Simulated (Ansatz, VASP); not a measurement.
# BeCo: VASP beside Ansatz

Wanted: the spread between two codes on one cell, functional and k mesh. The cell is taken from a series of runs on this material, whose earlier steps may have relaxed, scaled, displaced or heated it; both programs get it as it stands.

Main program and level: Ansatz 0.2.0; plane waves, with VASP 6.6.1 beside it; zone-centre phonons at PBEsol.

## 1. The structure

It takes space group Pm-3m (No. 221, cubic). The conventional cell has a = 2.542 Å, b = 2.542 Å, c = 2.542 Å, α = 90.00°, β = 90.00°, γ = 90.00°. Nearest to Be lie 8 Co at 2.20 Å. Co has 8 Be at 2.20 Å nearest. Farther neighbours are not listed.

## 2. Ansatz: zone-centre phonons, PBEsol

Ansatz runs on norm-conserving files, of PseudoDojo where its log says so.

Second derivatives magnify differences that forces hide, and they need a tight electronic threshold.

Input file input.yaml:

```yaml
crystal:
  lattice:
    - [2.5415756733, 0.0, 0.0]
    - [0.0, 2.5415756733, 0.0]
    - [0.0, 0.0, 2.5415756733]
  atoms:
    - { symbol: Be, position: [0.0, 0.0, 0.0] }
    - { symbol: Co, position: [0.5, 0.5, 0.5], spin: -0.43 }
kpoints:
  mp_grid: { grid: [16, 16, 16] }
hamiltonian:
  xc: pbesol
  pseudopotentials: { kind: nc, accuracy: standard }
scf:
  occupations: { method: gaussian, width: 0.15 }
output:
  eigenvalues: true
  populations: true
magnetization:
  spin_polarized: true
phonons:
  method: dfpt
  qmesh: [2, 2, 2]
  temperatures: { t_max: 1000, t_step: 50 }
  qpath:
    path:
      - [[0.0, 0.0, 0.0], [0.0, 0.5, 0.0], [0.5, 0.5, 0.0], [0.0, 0.0, 0.0], [0.5, 0.5, 0.5], [0.0, 0.5, 0.0]]
      - [[0.5, 0.5, 0.5], [0.5, 0.5, 0.0]]
    npoints: 10
```

Launch:

```sh
ansatz run input.yaml --threads 4 --pin off --max-ram 7168MiB --backend cpu --events-out ev --progress --plain --runs-dir out
```

Numbers of over 12 decimals in the logs are rounded to 6 here.

Log:

```text
Engine: ansatz 0.2.0, aarch64-unknown-linux-gnu
Pseudopotentials: kind: nc
Pseudopotential: Be, nc, valence charge 4, recommended cutoff 1197.300995 eV (normal), Be.nc.azcp (PseudoDojo's, or run here from an input of PseudoDojo's; its table is named by hamiltonian.pseudopotentials.accuracy)
Pseudopotential: Co, nc, valence charge 17, recommended cutoff 1306.14654 eV (normal), Co.nc.azcp (PseudoDojo's, or run here from an input of PseudoDojo's; its table is named by hamiltonian.pseudopotentials.accuracy)
Functional definition: PBEsol
  exchange = pbesol_x
  correlation = pbesol_c
Crystal: 2 atoms, lattice volume = 16.418 Å³
Basis set: ecut = 1306.14654 eV, 1791 PW (Γ), exchange–correlation on 60×60×60 points (8 copies of the dense FFT grid, shifted against one another)
Bands: 15, of which v1, the nominal top of the filled ones, is band 11 counted from 1 (10 counted from 0)
Symmetry: 48 space group operations
Space group: Pm-3m (ITA 221), of the structure as read, at distance tolerance 2.5e-5 Å
Magnetic group: BNS 221.92 (UNI 1594), of the structure as read, at distance tolerance 2.5e-5 Å
k-points: 165 of 4096
Non-local potential: Be, projectors of the file, l = 0: 2, l = 1: 2
Non-local potential: Co, projectors of the file, l = 0: 2, l = 1: 2, l = 2: 2
Initial density: superposition of atomic densities (chi_scale 0.1, normalization cell)
Starting moments: Σ|m| = 0.43 μB on 1 of 2 sites
Initial wavefunctions: pseudopotential atomic-orbital guess
Functional: x = pbesol(κ = 0.804, μ = 0.123457), c = pbesol(β = 0.046)
SCF 1 converged in 10 iterations: F = -4537.091380 eV  dr2 = 3.77e-8
a single point of the input's cell can leave the moments in the input for a lower state (scf.lower_state_search): this run first made a single point of its cell. This run's own SCFs start from the density of the state that the single point found, with the moments in the input. The single point stayed on the moments in the input.
Initial density: read from a saved state, or passed on in memory by an earlier SCF of this step, an earlier step, the calling program or the single point that the run made first
Stability of the state it starts from, as read at its close in the collinear treatment: not read negative (Ritz values of 1 − χ₀K, real part plus size of imaginary part, from 0.31 to 0.33, by its mixing steps under the symmetry group of the SCF that read it); its run was given moments
Starting moments: Σ|m| = 0.43 μB on 1 of 2 sites; this step starts from the density that it was given
iter 1 solved again at ethr=3.73e-7 eV; its pass at ethr=3.10e-3 eV (dr2=7.82e-5 eV) is discarded
SCF iter   1: F=—  HF=-4537.091391 eV  |F-HF|=—  |Δ(HF+E_count)|=         —  Δρ=8.65e-6 (↑8.65e-6 ↓7.87e-6)  dr2=3.68e-8  dr2_m=4.96e-11  M=-0.370 μB ∫|m|=0.424 μB  β_m=0.30  ethr=3.73e-7  ⟨swp⟩=3.2  Hψ=41157  notcnv=0
eigensolver tolerance schedule: the retry pair's looser diagonalisation over-reported the residual by 2125.33 of it (diagonalisation noise at 0.34 of the residual, at the tolerance the schedule requests for it); recorded, not acted on — ethr = c·dr2/N_el stays at c = 1.0e-1
preconditioner: auto → none  [metal: Δε(μ)=0.004 eV  Ē_g=10.557 eV  σ=0.150 eV  W_gap=0.02  n_scr=6 (ndim 8)  ℏωp=30.4 eV  f_vac=0.000  D(μ)=1.68/eV (n_scr^D=26)]
SCF iter   2: F=—  HF=-4537.091380 eV  |F-HF|=—  |Δ(HF+E_count)|=   1.13e-5  Δρ=6.17e-6 (↑6.17e-6 ↓5.45e-6)  dr2=1.41e-8  dr2_m=1.23e-10  M=-0.370 μB ∫|m|=0.424 μB  β_m=0.24  ethr=1.75e-10  ⟨swp⟩=2.9  Hψ=9642  notcnv=0
SCF iter   3: F=—  HF=-4537.091380 eV  |F-HF|=—  |Δ(HF+E_count)|=   2.24e-9  Δρ=9.97e-7 (↑6.76e-7 ↓9.97e-7)  dr2=7.87e-11  dr2_m=2.43e-11  M=-0.370 μB ∫|m|=0.424 μB  β_m=0.42  ethr=6.70e-11  ⟨swp⟩=2.2  Hψ=6030  notcnv=0
SCF iter   4: F=—  HF=-4537.091380 eV  |F-HF|=—  |Δ(HF+E_count)|=  2.46e-11  Δρ=4.67e-7 (↑4.33e-7 ↓4.67e-7)  dr2=1.64e-11  dr2_m=1.10e-11  M=-0.370 μB ∫|m|=0.424 μB  β_m=0.51  ethr=1.00e-12  ⟨swp⟩=7.5  Hψ=26127  notcnv=0
SCF iter   5: F=-4537.091380 eV  HF=-4537.091380 eV  |F-HF|=1.82e-12  |Δ(HF+E_count)|=  2.73e-12  Δρ=1.50e-7 (↑1.50e-7 ↓1.32e-7)  dr2=1.06e-12  dr2_m=2.48e-12  M=-0.370 μB ∫|m|=0.424 μB  ethr=1.00e-12  ⟨swp⟩=5.4  Hψ=18663  notcnv=0
SCF 2 converged in 5 iterations: F = -4537.091380 eV  dr2 = 1.06e-12
iter 1 solved again at ethr=3.89e-7 eV; its pass at ethr=3.10e-3 eV (dr2=8.17e-5 eV) is discarded
SCF iter   1: F=—  HF=-4537.091391 eV  |F-HF|=—  |Δ(HF+E_count)|=         —  Δρ=1.52e-6 (↑8.35e-7 ↓1.52e-6)  dr2=2.20e-10  dr2_m=2.97e-11  M=-0.370 μB ∫|m|=0.424 μB  β_m=0.30  ethr=3.89e-7  ⟨swp⟩=3.2  Hψ=41121  notcnv=0
eigensolver tolerance schedule: the retry pair's looser diagonalisation over-reported the residual by 371710.44 of it (diagonalisation noise at an unbounded share of the residual, at the tolerance the schedule requests for it); recorded, not acted on — ethr = c·dr2/N_el stays at c = 1.0e-1
SCF iter   2: F=—  HF=-4537.091380 eV  |F-HF|=—  |Δ(HF+E_count)|=   1.12e-5  Δρ=5.29e-7 (↑3.39e-7 ↓5.29e-7)  dr2=6.03e-11  dr2_m=2.85e-12  M=-0.370 μB ∫|m|=0.424 μB  β_m=0.26  ethr=1.05e-12  ⟨swp⟩=4.6  Hψ=14629  notcnv=0
SCF iter   3: F=-4537.091380 eV  HF=-4537.091380 eV  |F-HF|=6.37e-12  |Δ(HF+E_count)|=  1.09e-11  Δρ=3.27e-7 (↑2.66e-7 ↓3.27e-7)  dr2=9.92e-12  dr2_m=2.67e-12  M=-0.370 μB ∫|m|=0.424 μB  ethr=1.00e-12  ⟨swp⟩=3.3  Hψ=18118  notcnv=0
SCF 3 converged in 3 iterations: F = -4537.091380 eV  dr2 = 9.92e-12
phonons: the bands overlap, so this run is a metal and interpolates without the dipole-dipole term. If the crystal is really an insulator or semiconductor, its LO-TO splitting is missing
NSCF: frozen V_eff on 165 k-points
WARN: eigensolver did not converge (σ=↑ k=52): 1 band(s) unlocked after 20 sweeps at ethr=1.03e-12 eV (storage-precision floor; scheduled 1.00e-12 eV) (lowest unlocked band 14, counted from 0; max residual 5.01e-6 eV among the unlocked bands, 5.01e-6 eV over every band; other slots of this pass that fall short are told together in one closing line; warning suppressed until the next SCF loop or pass starts)
WARN: eigensolver did not converge in 7 slots of this pass, the one above among them; of largest residual over every band (σ=↓ k=162): 1 band(s) unlocked (lowest unlocked band 14, counted from 0; max residual 2.25e-4 eV among the unlocked bands, 2.25e-4 eV over every band); of lowest unlocked band (σ=↑ k=52): band 14
NSCF: frozen V_eff on 405 k-points
DFPT response loops at q = (0, 0, 0) (fractional): preconditioner auto → Kerker (q_TF=auto, 2.843 Å⁻¹) (partly filled bands, converged f_vac=0.000); β = 1.00, the filter's whole step (`scf.mixing.beta` (0.30) is not read by the response loops under this deck's `scf.mixing.preconditioner`; to damp them name `kerker` or `kerker_dos`, under which they read `scf.mixing.beta`, and type it under 1.00, their step now; both keys bind the ground state too); Broyden in place of MSR1
NSCF: frozen V_eff on 1458 k-points
DFPT response loops at q = (0, 0, -0.5) (fractional): mixed as the last ones told, above
NSCF: frozen V_eff on 1458 k-points
DFPT response loops at q = (0, -0.5, -0.5) (fractional): mixed as the last ones told, above
NSCF: frozen V_eff on 810 k-points
DFPT response loops at q = (-0.5, -0.5, -0.5) (fractional): mixed as the last ones told, above
SCF converged after 5 iterations
Magnetization: -0.3698 μB (10.3151 up, 10.6849 down)
Absolute magnetization: 0.4238 μB (∫|ρ↑−ρ↓|)
Spin contamination: 0.0023 ħ² per cell (⟨S²⟩ above its minimum at these occupations)
Per-site moments (μB) at R_I (Å): [(0.016395, 0.907941), (-0.387577, 0.907941)]
Free energy (F): -4537.091380 eV
Harris-Foulkes:  -4537.091380 eV  (|F-HF|=1.82e-12)
Internal energy: -4537.072535 eV  (E = F + TS)
E sigma→0 (E₀):  -4537.081958 eV
Entropy (-TS):   -0.018845 eV (-9.422 meV/atom)
Fermi energy:    16.299995 eV
--- Per-component energies (eV) ---
  E_band       = -415.610077
  E_kinetic    = 2080.726642
  E_local      = -3436.854190  (includes V_loc(G=0)·N_el)
  E_nonlocal   = -791.306842
  E_hartree    = 1194.464814
  E_xc         = -823.694010
  E_vxc        = -657.105289  (∫ρ·V_xc dr)
  E_ewald      = -2760.408951
  E_smearing   = -0.018845  (= −TS)
  E_closure    = 0.000000  (closes the sum)
  Σ components = -4537.091380   (vs F -4537.091380, Δ=0.00e0)
--- Band table (eV; the first three rows and the last of 330) ---
  k-point 0 ↑: bands = [... 7 lower, 13.4629, 16.5336, 16.5336, 16.5336, 24.2978, 24.2978, 24.2978, 32.1844]
  k-point 1 ↑: bands = [... 7 lower, 13.4829, 16.4668, 16.4668, 16.5379, 23.8382, 24.4441, 24.4441, 32.1815]
  k-point 2 ↑: bands = [... 7 lower, 13.5405, 16.2852, 16.2852, 16.5501, 22.7526, 24.8642, 24.8642, 32.1726]
  k-point 164 ↓: bands = [... 7 lower, 11.9633, 16.8601, 16.8601, 23.2456, 23.2456, 23.2456, 23.9695, 23.9695]
--- Phonons (Γ-DFPT): 2 representative perturbations + reference (Σ response iterations 6) ---
  ASR residual: 2.508e-4 → 0.000e0 eV/Å²; symmetrization residual: 5.112e-7 eV/Å²
  ASR residual per site (eV/Å²): 7.67e-5 2.51e-4
  Γ frequencies (cm⁻¹): 0.00 0.00 0.00 566.88 566.88 566.88
--- Phonons (arbitrary-q DFPT): 4 irreducible q on the 2×2×2 mesh ---
  q = [0.0000, 0.0000, 0.0000] (star 1, of the zone-centre solve; hermiticity 1.11e-7, symmetrization 1.54e-15): -0.00 0.00 0.00 566.88 566.88 566.88
  q = [0.0000, 0.0000, -0.5000] (star 3, 4 solved perturbations in 2268 linear systems a pass and spin channel, the states on 729 of 4096 k-point pairs; hermiticity 1.47e-13, symmetrization 1.04e-12, the responses' own estimated error 4.8e-5 eV/Å²): 221.09 221.09 280.98 495.64 553.64 553.64
  q = [0.0000, -0.5000, -0.5000] (star 3, 4 solved perturbations in 2268 linear systems a pass and spin channel, the states on 729 of 4096 k-point pairs; hermiticity 4.00e-8, symmetrization 1.24e-13, the responses' own estimated error 4.8e-5 eV/Å²): 132.80 132.80 250.83 530.50 569.16 569.16
  q = [-0.5000, -0.5000, -0.5000] (star 1, 2 solved perturbations on 405 of 4096 k-point pairs; hermiticity 3.91e-13, symmetrization 1.75e-12, the responses' own estimated error 4.5e-5 eV/Å²): 278.78 278.78 278.78 557.99 557.99 557.99
  sum rule: each row above includes the acoustic sum rule's correction from the zone centre's row sums; it moved no ω² by more than (1.52 cm⁻¹)²
  mesh force constants: q→R imaginary residual 2.27e-17; ASR residual 2.508e-4 → 0.000e0 eV/Å²; symmetrization residual 8.882e-15 eV/Å²
  interpolated dispersion: 62 rows × 6 modes
  density of states and harmonic sums: on the 24×24×24 q-mesh, interpolated from the force constants of a 2×2×2 supercell (no non-analytic term)
  largest difference from the sums on the solved wave vectors: F 5.34e-2 eV, S 8.57e-5 and C_V 3.23e-5 eV/K
  zero-point energy: 0.140136 eV/cell   skipped modes (ω ≤ 0): 3   left out of the sums: 3.62e-5 of the cell's modes: C_V's classical limit lies that fraction below 3 k_B per atom; for a crystal, a wire or a layer, F and S can be off by more, and a phonons.interpolated_qmesh denser along its periods is the remedy for the sampling
--- Löwdin populations: 2 sites ---
  site symbol       q [e]    m [muB]
     0     Be      3.0488     0.0041
     1     Co     17.2224    -0.3955
  spilling = 0.034704 (of n_electrons = 21.000000)
```

(Part 1 of 2 ends here.)

[Lines on the potential files, build, host, timing and source positions are cut from VASP's logs without a mark.]

[Logs are printed without paths, hosts, clocks, repeated set-up lines and the standing remarks that a program may print on its own settings, such as how far it seeks lower states.]

[Hosts, paths, dates, database ids (printed as entryN), source tags and the programs' standing remarks are cut or masked in the printed files.]
